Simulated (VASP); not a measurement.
Mg2Ge (antifluorite): the band gap from VASP (plane waves, PAW) at several levels of theory. Gaps are without spin-orbit coupling. Each level names its cell: its own relaxed one, PBE's, or the starting one. A gap is the smallest over the k-mesh and a band path; hybrids may have named points in place of the path, and GW has the mesh alone. mBJ is a potential without an energy functional, so only the levels count.

| level | band gap (eV) | error against measurement (eV) |
|---|---|---|
| LDA (own cell) | 0.09 | -0.65 |
| PBE (own cell) | 0.16 | -0.58 |
| PBEsol (own cell) | 0.07 | -0.67 |
| mBJ (TB09) (PBE cell) | 0.57 | -0.17 |

Measured: 0.74 eV (as given by Byungki Ryu et al., Journal of the Korean Physical Society (2019), arXiv:1905.06140).

The cell of the LDA (own cell) run:

```yaml
crystal:
  lattice:
    - [0.00000, 3.13583, 3.13583]
    - [3.13583, 0.00000, 3.13583]
    - [3.13583, 3.13583, 0.00000]
  atoms:
    - { symbol: Mg, position: [0.25000, 0.25000, 0.25000] }
    - { symbol: Mg, position: [0.75000, 0.75000, 0.75000] }
    - { symbol: Ge, position: [0.00000, 0.00000, 0.00000] }
```

Only levels that ran to the end are used. Left out are those held back, those with too coarse a band path, GW runs whose mesh misses a band edge, hybrids' fits of cells that aren't cubic and levels without matching references; a question may draw on a part of the rest.

The compound is Mg2Ge in the antifluorite structure.
